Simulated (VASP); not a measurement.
Data:

```
NiO
1.0
    4.05499     2.02119     2.02119
    2.02119     4.05499     2.02119
    2.02119     2.02119     4.05499
Ni O
2 2
Direct
  0.00000   0.00000   0.00000
  0.50000   0.50000   0.50000
  0.25000   0.25000   0.25000
  0.75000   0.75000   0.75000
```
Starting moments (μB, in the order of the record's atoms Ni Ni O O): 1.1 -1.1 0.0 0.0.

Computed with LDA (Ceperley-Alder, Perdew-Zunger), VASP's LDA PAW potentials (set 64) (plane waves; VASP). Run with 520 eV cut-off, Gaussian smearing of 0.050 eV, potentials Ni O.

Q: What does the run give for the cell moment, band gap (along the path) with the smallest direct gap where there is one?

A: 
```json
{
  "band gap (along the path)": "0.64 eV",
  "smallest direct gap (along the path)": "0.86 eV",
  "cell_moment": "0.00 μB"
}
```

The absolute energy has meaning only against runs of the same code, potentials and settings.

The compound is NiO in the rock salt, AFM-II order structure. It was relaxed first, which changed the volume by -8 %.
